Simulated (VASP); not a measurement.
Here is the system:

```yaml
crystal:
  lattice:
    - [0.00000, 3.17854, 3.17854]
    - [3.17854, 0.00000, 3.17854]
    - [3.17854, 3.17854, 0.00000]
  atoms:
    - { symbol: Cd, position: [0.00000, 0.00000, 0.00000] }
    - { symbol: Te, position: [0.25000, 0.25000, 0.25000] }
```

Calculation: LDA (Ceperley-Alder, Perdew-Zunger), VASP's LDA PAW potentials (set 64) (plane waves; VASP 6.6.1). Run with 520 eV cut-off, 7×7×7 Γ-centred mesh, Gaussian smearing of 0.050 eV, potentials Cd Te.

Problem. Give the stress tensor in GPa (positive for a compressed cell).

Solution. 
```
1.49  0.00  0.00
0.00  1.49  0.00
0.00  0.00  1.49
```
The pressure is its mean diagonal, 1.49 GPa.

The compound is CdTe in the zinc blende structure. This cell is one point of a volume scan, at 0.97 of the reference volume.
